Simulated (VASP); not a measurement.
Runs of VASP 6.6.1 on HfO2. The structure is cubic, space group Fm-3m (No. 225). The conventional cell has a = 5.300 Å, b = 5.300 Å, c = 5.300 Å, α = 90.00°, β = 90.00°, γ = 90.00°. Hf (site symmetry m-3m) is surrounded by 8 O at 2.29 Å. Around O (site symmetry -43m) lie 4 Hf at 2.29 Å. The cell was built by a generator and needn't be a form met in nature.

```tsv
level	potentials or basis	grid for exact exchange (PRECFOCK)	screening parameter	gap on the mesh (eV)	pressure (GPa)
LDA	VASP PAW LDA potentials, release 64 (Hf_pv, O)	-	-	3.24	-36.4
HSE06	VASP PAW PBE potentials, release 64 (Hf_pv, O)	Fast	0.2 1/A	4.94	-32.1
PBE	VASP PAW PBE potentials, release 64 (Hf_pv, O)	-	-	(a)	-25.3
PBEsol	VASP PAW PBE potentials, release 64 (Hf_pv, O)	-	-	3.33	-31.5
```

Alike in all rows: task single point; no spin polarisation; cell as given; k mesh 6 × 6 × 6; cutoff (eV) 700; smearing gaussian 0.05 eV.

Task: Fill in the values left out.

Result: (a) 3.44.

Caveats: spin-orbit coupling is left out, which moves the levels of the heavy elements; a pressure of tens of GPa on the cell as given is suspect, and the run, the potentials or the cell itself is likely at fault (some runs); the PAW data sets were made with another functional, which shifts forces and pressure a little (some runs); so large a pressure means that the cell lies far from this level's equilibrium, or that cutoff or potentials fall short (some runs).

A k mesh can miss the band edges, and the runs leave out spin-orbit coupling on Hf.
